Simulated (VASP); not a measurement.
Method: G0W0 on PBE orbitals, VASP's PBE PAW potentials (set 64) (plane waves; VASP).

VASP input:

KPOINTS:
```
Automatic mesh
0
Gamma
4 4 2
0 0 0
```

### POSCAR
```
AlN
1.0
  1.5550000000  -2.6933390000   0.0000000000
  1.5550000000   2.6933390000   0.0000000000
  0.0000000000   0.0000000000   4.9800000000
Al N
2 2
Cartesian
  1.5550000000  -0.8977814622   2.4900000000
  1.5550000000   0.8977814622   0.0000000000
  1.5550000000  -0.8977814622   4.3923600000
  1.5550000000   0.8977814622   1.9023600000
```

INCAR:
```
SYSTEM = AlN
PREC = Normal; ENCUT = 500; LREAL = F
LASPH = T; NBANDS = 320
ALGO = EVGW0
ISMEAR = 0; SIGMA = 0.01
GGA = PE
LWAVE = F; LCHARG = F
NELMGW = 1; NOMEGA = 64; ENCUTGW = 200
NBANDSGW = 16; LSPECTRALGW = T
```

POTCAR, in this order: Al_GW N_GW_new (PBE.64 set). Program: vasp_std. Read from the step before: WAVECAR, WAVEDER.

Output

File OSZICAR:
```
energies w=
    0.000    0.000    0.553    0.000    1.105    0.000    1.654    0.000
    2.199    0.000    2.740    0.000    3.275    0.000    3.804    0.000
    4.326    0.000    4.842    0.000    5.350    0.000    5.851    0.000
    6.345    0.000    6.832    0.000    7.314    0.000    7.789    0.000
    8.260    0.000    8.727    0.000    9.190    0.000    9.650    0.000
   10.109    0.000   10.568    0.000   11.027    0.000   11.487    0.000
   11.950    0.000   12.417    0.000   12.888    0.000   13.367    0.000
   13.854    0.000   14.350    0.000   14.857    0.000   15.379    0.000
   15.915    0.000   16.469    0.000   17.044    0.000   17.642    0.000
   18.267    0.000   18.923    0.000   19.613    0.000   20.342    0.000
   21.118    0.000   21.945    0.000   22.832    0.000   23.789    0.000
   24.826    0.000   25.957    0.000   27.198    0.000   28.570    0.000
   30.096    0.000   31.807    0.000   33.744    0.000   35.957    0.000
   38.512    0.000   41.500    0.000   45.042    0.000   49.310    0.000
   54.552    0.000   61.144    0.000   69.677    0.000   81.148    0.000
   97.362    0.000  121.985    0.000  163.746    0.000  249.833    0.000
NQ=   1    0.0000    0.0000    0.0000,
 performed        241000 updates of chi_q(r,r)
NQ=   2    0.2500    0.0000    0.0000,
 performed        666000 updates of chi_q(r,r)
NQ=   3    0.5000    0.0000    0.0000,
 performed       1030000 updates of chi_q(r,r)
NQ=   4    0.2500    0.2500    0.0000,
 performed       1517000 updates of chi_q(r,r)
NQ=   5    0.0000    0.0000    0.5000,
 performed       1758000 updates of chi_q(r,r)
NQ=   6    0.2500    0.0000    0.5000,
 performed       2183000 updates of chi_q(r,r)
NQ=   7    0.5000    0.0000    0.5000,
 performed       2547000 updates of chi_q(r,r)
NQ=   8    0.2500    0.2500    0.5000,
 performed       3034000 updates of chi_q(r,r)
 resolving degeneracies of screened two electron integrals
```

### OUTCAR
```


 k-point   1 :       0.0000    0.0000    0.0000
  band No.  KS-energies  QP-energies   sigma(KS)   V_xc(KS)     V^pw_x(r,r')   Z            occupation Imag(sigma)

      1      -9.3446     -10.9869     -17.0562     -14.7928     -24.7721       0.7256       2.0000       1.2025
      2      -7.1909      -8.7200     -18.4698     -16.3489     -25.8659       0.7210       2.0000       0.9602
      3      -0.1498      -1.5424     -14.5640     -12.6378     -18.5248       0.7230       2.0000       0.1633
      4       4.9923       3.7999     -17.8512     -16.3073     -20.7017       0.7723       2.0000       0.0692
      5       4.9923       3.7999     -17.8512     -16.3073     -20.7017       0.7723       2.0000       0.0692
      6       5.6446       4.5225     -18.2183     -16.7715     -20.9131       0.7756       2.0000       0.0647
      7       5.6446       4.5225     -18.2183     -16.7715     -20.9131       0.7756       2.0000       0.0647
      8       5.8659       4.7776     -18.2721     -16.8660     -20.9101       0.7740       2.0000       0.0639
      9      10.0726      10.7087     -11.7174     -12.5065      -7.6658       0.8062       0.0000      -0.0541
     10      12.5183      13.2562     -10.0673     -10.9747      -5.6204       0.8133       0.0000      -0.0608
     11      16.4849      17.3736     -12.7757     -13.9581      -7.1147       0.7517       0.0000      -0.1202
     12      16.9981      17.7752      -8.9325      -9.9036      -3.9302       0.8002       0.0000      -0.0901
     13      16.9981      17.7752      -8.9325      -9.9036      -3.9302       0.8002       0.0000      -0.0901
     14      18.9472      19.8406      -9.2086     -10.3305      -3.9864       0.7963       0.0000      -0.1040
     15      18.9830      19.8799      -9.3746     -10.5053      -4.0218       0.7932       0.0000      -0.1237
     16      18.9830      19.8799      -9.3746     -10.5053      -4.0218       0.7932       0.0000      -0.1237

 k-point   2 :       0.2500    0.0000    0.0000
  band No.  KS-energies  QP-energies   sigma(KS)   V_xc(KS)     V^pw_x(r,r')   Z            occupation Imag(sigma)

      1      -8.5943     -10.1963     -17.3866     -15.2078     -25.0025       0.7353       2.0000       1.1331
      2      -6.8201      -8.3374     -18.7389     -16.6501     -26.0849       0.7264       2.0000       0.9214
      3       0.7655      -0.6292     -14.9170     -13.0290     -18.5828       0.7387       2.0000       0.1304
      4       2.3953       1.0407     -15.9084     -14.1254     -19.1524       0.7597       2.0000       0.0953
      5       3.3916       2.1228     -16.7061     -15.0494     -19.7371       0.7659       2.0000       0.0821
      6       4.2830       3.0188     -17.2809     -15.6386     -20.2491       0.7698       2.0000       0.0747
      7       5.4249       4.2926     -17.9087     -16.4454     -20.6054       0.7738       2.0000       0.0660
      8       5.4416       4.2982     -18.1237     -16.6475     -20.8659       0.7745       2.0000       0.0660
      9      12.0519      12.7403     -11.7414     -12.6031      -7.4298       0.7988       0.0000      -0.0609
     10      13.4555      14.1301      -9.4266     -10.2573      -4.8383       0.8122       0.0000      -0.0666
     11      13.9526      14.6742     -10.7157     -11.6222      -5.9792       0.7960       0.0000      -0.0750
     12      15.8953      16.7885     -11.2718     -12.4099      -6.1780       0.7848       0.0000      -0.0869
     13      17.4450      18.1684      -9.6058     -10.5177      -4.4936       0.7933       0.0000      -0.0981
     14      17.7894      18.5544      -8.9317      -9.8896      -3.7962       0.7985       0.0000      -0.1096
     15      17.9646      18.8930     -10.7031     -11.8981      -5.2421       0.7769       0.0000      -0.1163
     16      19.1375      19.9337      -9.7268     -10.7410      -4.1656       0.7850       0.0000      -0.1671

 k-point   3 :       0.5000    0.0000    0.0000
  band No.  KS-energies  QP-energies   sigma(KS)   V_xc(KS)     V^pw_x(r,r')   Z            occupation Imag(sigma)

      1      -7.3727      -8.9022     -18.3160     -16.1991     -25.7424       0.7225       2.0000       0.9813
      2      -6.6755      -8.1708     -18.7860     -16.7088     -26.0989       0.7199       2.0000       0.8961
      3       0.3946      -1.0202     -14.9347     -13.0085     -18.7162       0.7345       2.0000       0.1387
      4       1.6825       0.2949     -15.8017     -13.9512     -19.2985       0.7499       2.0000       0.1088
      5       2.5071       1.1575     -15.9842     -14.2017     -19.2609       0.7571       2.0000       0.0971
      6       3.7618       2.4477     -16.9776     -15.2645     -20.0613       0.7671       2.0000       0.0798
      7       4.0797       2.8477     -16.3802     -14.7856     -19.1460       0.7726       2.0000       0.0737
      8       5.1651       3.9887     -17.9464     -16.4252     -20.7564       0.7734       2.0000       0.0680
      9      11.6602      12.2059     -10.0382     -10.7112      -5.8409       0.8109       0.0000      -0.0579
     10      11.6648      12.2207      -9.0028      -9.6808      -4.7213       0.8199       0.0000      -0.0583
     11      14.0423      14.8119     -10.6590     -11.6164      -6.0093       0.8039       0.0000      -0.0686
     12      16.1436      17.0625     -12.3698     -13.5632      -7.0193       0.7699       0.0000      -0.0993
     13      16.7559      17.4847      -8.8692      -9.7773      -3.9296       0.8026       0.0000      -0.0882
     14      18.0325      19.1087     -12.0488     -13.4508      -6.4118       0.7676       0.0000      -0.1253
     15      18.6783      19.5252     -11.2496     -12.3500      -5.6294       0.7696       0.0000      -0.1415
     16      20.9802      21.7031      -9.1444     -10.0994      -3.0580       0.7570       0.0000      -0.2350

 k-point   4 :       0.2500    0.2500    0.0000
  band No.  KS-energies  QP-energies   sigma(KS)   V_xc(KS)     V^pw_x(r,r')   Z            occupation Imag(sigma)

      1      -7.4689      -8.9879     -18.1579     -16.0412     -25.5904       0.7177       2.0000       0.9826
      2      -6.5936      -8.0973     -18.9352     -16.8676     -26.2552       0.7273       2.0000       0.8972
      3       1.2378      -0.1767     -15.2524     -13.3631     -18.7657       0.7487       2.0000       0.1143
      4       1.7639       0.3843     -15.6518     -13.8166     -19.0874       0.7517       2.0000       0.1068
      5       2.3188       0.9619     -15.6958     -13.9050     -18.9583       0.7577       2.0000       0.0986
      6       2.9957       1.6815     -16.3328     -14.6127     -19.4617       0.7641       2.0000       0.0872
      7       4.0511       2.7728     -16.9732     -15.3130     -19.9351       0.7699       2.0000       0.0765
      8       4.4226       3.2014     -17.1034     -15.5186     -19.9563       0.7706       2.0000       0.0731
      9      11.5832      12.0553      -8.8275      -9.4049      -4.5443       0.8176       0.0000      -0.0594
     10      13.6990      14.4135     -11.2643     -12.1653      -6.6053       0.7931       0.0000      -0.0736
     11      14.7679      15.6141     -11.6938     -12.7640      -6.8383       0.7907       0.0000      -0.0760
     12      15.6488      16.5198     -11.1844     -12.2875      -6.1859       0.7896       0.0000      -0.0811
     13      16.7017      17.6468     -10.7684     -11.9671      -5.6356       0.7885       0.0000      -0.0896
     14      17.8668      18.7139     -10.8753     -11.9654      -5.4717       0.7770       0.0000      -0.1170
     15      18.0529      19.0274     -11.1679     -12.4241      -5.6675       0.7758       0.0000      -0.1239
     16      20.5044      21.3048     -10.4350     -11.4814      -4.3424       0.7649       0.0000      -0.2539

 k-point   5 :       0.0000    0.0000    0.5000
  band No.  KS-energies  QP-energies   sigma(KS)   V_xc(KS)     V^pw_x(r,r')   Z            occupation Imag(sigma)

      1      -8.4548     -10.0337     -17.4561     -15.2797     -25.0414       0.7254       2.0000       1.1055
      2      -8.4548     -10.0337     -17.4561     -15.2797     -25.0414       0.7254       2.0000       1.1055
      3       2.5242       1.2133     -16.1384     -14.4081     -19.3715       0.7576       2.0000       0.0951
      4       2.5242       1.2133     -16.1384     -14.4081     -19.3715       0.7576       2.0000       0.0951
      5       5.3092       4.1503     -18.0290     -16.5294     -20.8084       0.7728       2.0000       0.0670
      6       5.3092       4.1503     -18.0290     -16.5294     -20.8084       0.7728       2.0000       0.0670
      7       5.3092       4.1503     -18.0290     -16.5294     -20.8084       0.7728       2.0000       0.0670
      8       5.3092       4.1503     -18.0290     -16.5294     -20.8084       0.7728       2.0000       0.0670
      9      12.3332      13.0789     -11.8513     -12.7851      -7.4385       0.7986       0.0000      -0.0624
     10      12.3332      13.0789     -11.8513     -12.7851      -7.4385       0.7986       0.0000      -0.0624
     11      16.1782      16.9903     -10.3224     -11.3559      -5.1346       0.7858       0.0000      -0.0934
     12      16.1782      16.9903     -10.3224     -11.3559      -5.1346       0.7858       0.0000      -0.0934
     13      17.3146      18.1012      -8.9401      -9.9222      -3.9217       0.8009       0.0000      -0.0915
     14      17.3146      18.1012      -8.9401      -9.9222      -3.9217       0.8009       0.0000      -0.0915
     15      17.3146      18.1012      -8.9401      -9.9222      -3.9217       0.8009       0.0000      -0.0915
     16      17.3146      18.1012      -8.9401      -9.9222      -3.9217       0.8009       0.0000      -0.0915

 k-point   6 :       0.2500    0.0000    0.5000
  band No.  KS-energies  QP-energies   sigma(KS)   V_xc(KS)     V^pw_x(r,r')   Z            occupation Imag(sigma)

      1      -7.8232      -9.3657     -17.8544     -15.7163     -25.3356       0.7214       2.0000       1.0248
      2      -7.8232      -9.3657     -17.8544     -15.7163     -25.3356       0.7214       2.0000       1.0248
      3       1.8306       0.4849     -15.9305     -14.1401     -19.3650       0.7516       2.0000       0.1057
      4       1.8306       0.4849     -15.9305     -14.1401     -19.3650       0.7516       2.0000       0.1057
      5       4.2538       3.0067     -16.9773     -15.3577     -19.8693       0.7700       2.0000       0.0744
...
```
(Selected blocks of OUTCAR.)

The mesh is coarse and the basis finite, so the quasiparticle values are not converged.

The compound is AlN in the wurtzite structure. The cell was not relaxed at this level. The k-mesh is coarse (spacing up to 0.63 per Å, 2π included), so the numbers may not be converged in it.
